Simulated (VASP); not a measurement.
# MnHg (Pm-3m) in VASP: a series of runs

The runs below take MnHg through single point, with r2SCAN.

Program: VASP 6.6.1. These are calculated values, not measurements. Logs are shortened: lines on timing, memory, paths and dates and some standing lists are left out, and cuts for length are marked.

## Step 1: The structure

It takes space group Pm-3m (No. 221, cubic). Conventional cell: a = 3.315 Å, b = 3.315 Å, c = 3.315 Å, α = 90.00°, β = 90.00°, γ = 90.00°. Hg (site symmetry m-3m) is surrounded by 8 Mn at 2.87 Å. Around Mn (site symmetry m-3m) lie 8 Hg at 2.87 Å.

## Step 2: Single point, r2SCAN, collinear spin, ferromagnetic start

Contents of INCAR:

```
PREC = Accurate
ENCUT = 500
EDIFF = 1E-6
ISMEAR = 1
SIGMA = 0.15
LREAL = False
LASPH = True
NELM = 100
ALGO = Normal
ISIF = 2
LWAVE = False
LCHARG = False
ISPIN = 2
MAGMOM = 0 4
LORBIT = 11
LMAXMIX = 4
METAGGA = R2SCAN
LMIXTAU = True
NBANDS = 24
ADDGRID = False
```

Contents of KPOINTS:

```
regular mesh
0
Gamma
  6 6 6
```

Contents of POSCAR:

```
MnHg
1.0
    3.3150000000      0.0000000000      0.0000000000
    0.0000000000      3.3150000000      0.0000000000
    0.0000000000      0.0000000000      3.3150000000
Hg Mn
1 1
Direct
   -0.0058010000      0.0109980000     -0.0122330000
    0.5154140000      0.4990250000      0.4770600000
```

Potentials or basis: VASP PAW PBE potentials, release 64 (Hg, Mn_pv).

The run is started by

```bash
$ cat potpaw_PBE.64/Hg/POTCAR potpaw_PBE.64/Mn_pv/POTCAR > POTCAR
$ mpirun -np 1 vasp_std > vasp.out
```

OUTCAR:

```text
PREC = Accurate
   ENCUT = 500
   EDIFF = 1E-6
   ISMEAR = 1
   LREAL = False
   LASPH = True
   NELM = 100
   ISIF = 2
   ISPIN = 2
   LORBIT = 11
   METAGGA = R2SCAN

 Found    112 irreducible k-points:

 Following reciprocal coordinates:
            Coordinates               Weight
  0.000000  0.000000  0.000000      1.000000
  0.166667  0.000000  0.000000      2.000000
  0.000000  0.166667  0.000000      2.000000
  0.000000  0.000000  0.166667      2.000000
  0.333333  0.000000  0.000000      2.000000
  0.000000  0.333333  0.000000      2.000000
   k-points           NKPTS =    112   k-points in BZ     NKDIM =    112   number of bands    NBANDS=     24
   number of dos      NEDOS =    301   number of ions     NIONS =      2
   total plane-waves  NPLWV =  13824
   dimension x,y,z NGX =    24 NGY =   24 NGZ =   24
   dimension x,y,z NGXF=    48 NGYF=   48 NGZF=   48
   ions per type =               1   1
   NGX,Y,Z   is equivalent  to a cutoff of  12.04, 12.04, 12.04 a.u.
   NGXF,Y,Z  is equivalent  to a cutoff of  24.07, 24.07, 24.07 a.u.
 SYSTEM =  unknown system
   PREC   = accura    normal or accurate (medium, high low for compatibility)
   ISTART =      0    job   : 0-new  1-cont  2-samecut
   ICHARG =      2    charge: 1-file 2-atom 10-const
   ISPIN  =      2    spin polarized calculation?
   LNONCOLLINEAR =      F non collinear calculations
   LSORBIT =      F    spin-orbit coupling
   LASPH  =      T    aspherical Exc in radial PAW
   ENCUT  =  500.0 eV  36.75 Ry    6.06 a.u.   6.04  6.04  6.04*2*pi/ulx,y,z
   NELM   =    100;   NELMIN=  2; NELMDL= -5     # of ELM steps
   EDIFF  = 0.1E-05   stopping-criterion for ELM
   LREAL  =      F    real-space projection
   EDIFFG = 0.1E-04   stopping-criterion for IOM
   NSW    =      0    number of steps for IOM
   IBRION =     -1    ionic relax: 0-MD 1-quasi-New 2-CG
   NFREE  =      0    steps in history (QN), initial steepest desc. (CG)
   ISIF   =      2    stress and relaxation
   ISYM   =      2    0-nonsym 1-usesym 2-fastsym
   POTIM  = 0.5000    time-step for ionic-motion
   TEBEG  =    0.0;   TEEND  =   0.0 temperature during run
   PSTRESS=    0.0 pullay stress
   NELECT =      25.0000    total number of electrons
   NUPDOWN=      -1.0000    fix difference up-down
   EMIN   =  10.00;   EMAX   =-10.00  energy-range for DOS
   EFERMI =   0.00;   METHOD = LEGACY
   ISMEAR =     1;   SIGMA  =   0.15  broadening in eV -4-tet -1-fermi 0-gaus
   EFERMI_NEDOS =   21; number of points for ismear=-14 and -15
   IALGO  =     38    algorithm
   IMIX   =      4    mixing-type and parameters
     AMIX     =   0.40;   BMIX     =  1.00
     AMIX_MAG =   1.60;   BMIX_MAG =  1.00
  volume/ion in A,a.u.               =      18.21       122.92
  Fermi-wavevector in a.u.,A,eV,Ry     =   1.444014  2.728790 28.370534  2.085175
  Thomas-Fermi vector in A             =   2.562356
   LORBIT       =     11    0 simple, 1 ext, 2 COOP (PROOUT), +10 PAW based schemes
   METAGGA = R2SCAN    functional components
   LHFCALC =     F    Hartree Fock is set to
   AEXX    =    0.0000 exact exchange contribution
   IVDW    =     0    specifies the selected vdW correction
   LEPSILON=     F    determine dielectric tensor
   LRPA    =     F    only Hartree local field effects (RPA)
 spin polarized calculation
 Methfessel and Paxton  Order N= 1 SIGMA  =   0.15
  energy-cutoff  :      500.00
  volume of cell :       36.43
 maximum number of plane-waves:       952
   NGX = 13   NGY = 13   NGZ = 13

 number of electron      24.9999988 magnetization       4.2503364

 Free energy of the ion-electron system (eV)
  ---------------------------------------------------
  ext. energy  EPLUGINS =         0.00000000
  ---------------------------------------------------
  free energy    TOTEN  =       -64.03905884 eV

  energy without entropy =      -64.04023454  energy(sigma->0) =      -64.03945074

 E-fermi :   5.6883     XC(G=0): -12.6407

 val. band max:        5.5059341533   @ k =  -0.3333   0.3333   0.0000
 cond. band min:       5.7105955985   @ k =   0.0000   0.5000   0.5000
 fundamental gap:      0.2046614452
 Fermi energy:         5.6882737827

 spin component 1

 k-point     1 :       0.0000    0.0000    0.0000
  band No.  band energies     occupation
      1     -47.4678      1.00000
      2     -47.4672      1.00000
      3     -47.4672      1.00000
      4      -4.5909      1.00000
      5      -3.1683      1.00000
      6      -3.1642      1.00000
[... 16 lines left out ...]
     23      23.2862      0.00000
     24      27.1065      0.00000

 k-point     2 :       0.1667    0.0000    0.0000
  band No.  band energies     occupation
      1     -47.4716      1.00000
      2     -47.4672      1.00000
      3     -47.4669      1.00000
      4      -4.1575      1.00000
      5      -3.0910      1.00000
      6      -2.9434      1.00000
[... 16 lines left out ...]
     23      22.7608      0.00000
     24      23.5232      0.00000

 k-point     3 :       0.0000    0.1667    0.0000
  band No.  band energies     occupation
      1     -47.4714      1.00000
      2     -47.4674      1.00000
      3     -47.4670      1.00000
      4      -4.1566      1.00000
      5      -3.0886      1.00000
      6      -2.9465      1.00000
[... 16 lines left out ...]
     23      22.7611      0.00000
     24      23.5114      0.00000

 k-point     4 :       0.0000    0.0000    0.1667
  band No.  band energies     occupation
      1     -47.4714      1.00000
      2     -47.4674      1.00000
      3     -47.4669      1.00000
      4      -4.1565      1.00000
      5      -3.0883      1.00000
      6      -2.9468      1.00000
[... 16 lines left out ...]
     23      22.7606      0.00000
     24      23.5104      0.00000

 k-point     5 :       0.3333    0.0000    0.0000
  band No.  band energies     occupation
      1     -47.4796      1.00000
      2     -47.4667      1.00000
      3     -47.4664      1.00000
      4      -3.3162      1.00000
      5      -2.9257      1.00000
      6      -2.2159      1.00000
[... 16 lines left out ...]
     23      20.2157      0.00000
     24      24.7290      0.00000

 k-point     6 :       0.0000    0.3333    0.0000
  band No.  band energies     occupation
      1     -47.4794      1.00000
      2     -47.4669      1.00000
      3     -47.4665      1.00000
      4      -3.3130      1.00000
      5      -2.9243      1.00000
      6      -2.2210      1.00000
[... 16 lines left out ...]
     23      20.2239      0.00000
     24      24.7395      0.00000

 [... further k-points ...]

 spin component 2

 k-point     1 :       0.0000    0.0000    0.0000
  band No.  band energies     occupation
      1     -41.7097      1.00000
      2     -41.7090      1.00000
      3     -41.7086      1.00000
      4      -4.5281      1.00000
      5      -3.1280      1.00000
      6      -3.1250      1.00000
[... 16 lines left out ...]
     23      23.4123      0.00000
     24      28.7787      0.00000

 k-point     2 :       0.1667    0.0000    0.0000
  band No.  band energies     occupation
      1     -41.7147      1.00000
      2     -41.7090      1.00000
      3     -41.7083      1.00000
      4      -4.1042      1.00000
      5      -3.0732      1.00000
      6      -2.8961      1.00000
[... 16 lines left out ...]
     23      23.2304      0.00000
     24      24.7325      0.00000

 k-point     3 :       0.0000    0.1667    0.0000
  band No.  band energies     occupation
      1     -41.7146      1.00000
      2     -41.7088      1.00000
      3     -41.7086      1.00000
      4      -4.1032      1.00000
      5      -3.0714      1.00000
      6      -2.8987      1.00000
[... 16 lines left out ...]
     23      23.2315      0.00000
     24      24.7181      0.00000

 k-point     4 :       0.0000    0.0000    0.1667
  band No.  band energies     occupation
      1     -41.7145      1.00000
      2     -41.7092      1.00000
      3     -41.7083      1.00000
      4      -4.1031      1.00000
      5      -3.0712      1.00000
      6      -2.8990      1.00000
[... 16 lines left out ...]
     23      23.2315      0.00000
     24      24.7168      0.00000

 k-point     5 :       0.3333    0.0000    0.0000
  band No.  band energies     occupation
      1     -41.7255      1.00000
      2     -41.7083      1.00000
      3     -41.7076      1.00000
      4      -3.3704      1.00000
      5      -2.9603      1.00000
      6      -2.1771      1.00000
[... 16 lines left out ...]
     23      21.0550      0.00000
     24      25.8790      0.00000

 k-point     6 :       0.0000    0.3333    0.0000
  band No.  band energies     occupation
      1     -41.7254      1.00000
      2     -41.7081      1.00000
      3     -41.7079      1.00000
      4      -3.3677      1.00000
      5      -2.9589      1.00000
      6      -2.1804      1.00000
[... 16 lines left out ...]
     23      21.0998      0.00000
     24      25.8893      0.00000

 [... further k-points ...]
[... 5 lines left out ...]
  --------------------------------------------------------------------------------------
  -------------------------------------------------------------------------------------
  Total        0.4032596      0.4371521      0.4393891     -0.0441473      0.0216062     -0.0431005
  in kB       17.7355500     19.2261620     19.3245447     -1.9416196      0.9502525     -1.8955814
  external PRESSURE =      18.7620855 kB  Pullay stress =       0.0000000 kB

 VOLUME and BASIS-vectors are now :
 -----------------------------------------------------------------------------
  energy-cutoff  :      500.00
  volume of cell :       36.43
      direct lattice vectors                 reciprocal lattice vectors
     3.315000000  0.000000000  0.000000000     0.301659125  0.000000000  0.000000000
     0.000000000  3.315000000  0.000000000     0.000000000  0.301659125  0.000000000
     0.000000000  0.000000000  3.315000000     0.000000000  0.000000000  0.301659125

 POSITION                                       TOTAL-FORCE (eV/Angst)
 -----------------------------------------------------------------------------------
      3.29577      0.03646      3.27445         0.241004     -0.144233     -0.132258
      1.70860      1.65427      1.58145        -0.241004      0.144233      0.132258
 -----------------------------------------------------------------------------------
    total drift:                                0.014033      0.004024      0.010120

  FREE ENERGIE OF THE ION-ELECTRON SYSTEM (eV)
  ---------------------------------------------------
  free  energy   TOTEN  =       -64.0390588442 eV

  energy  without entropy=      -64.0402345405  energy(sigma->0) =      -64.03945074

 total charge

# of ion       s       p       d       tot
------------------------------------------
    1        0.836   0.557   9.235  10.628
    2        0.275   6.186   4.908  11.370
--------------------------------------------------
tot          1.111   6.743  14.144  21.998

 magnetization (x)

# of ion       s       p       d       tot
------------------------------------------
    1       -0.040  -0.073   0.058  -0.056
    2        0.039   0.028   4.099   4.166
--------------------------------------------------
tot         -0.001  -0.046   4.157   4.110
```

It took 4.4 min on 1 thread of Intel Xeon Platinum 8488C (Sapphire Rapids), shared host; peak memory 0.27 GiB.

These settings aren't checked as converged: the numbers below hold their error.

What came out:

```yaml
Free_energy: -64.0391 eV
Pressure: 1.9 GPa
Largest_force: 0.310 eV/Å
Band_gap_on_the_k_mesh: none (metal or under the smearing width)
Net_moment: 4.25 μB per cell
Site_moments: Hg -0.06; Mn +4.17 μB
Valence_electrons_inside_the_program's_atomic_spheres: Hg 10.63; Mn 11.37
```

Caveat: the PAW data sets were made with another functional, which shifts forces and pressure a little.

(Part 1 of 2 ends here.)
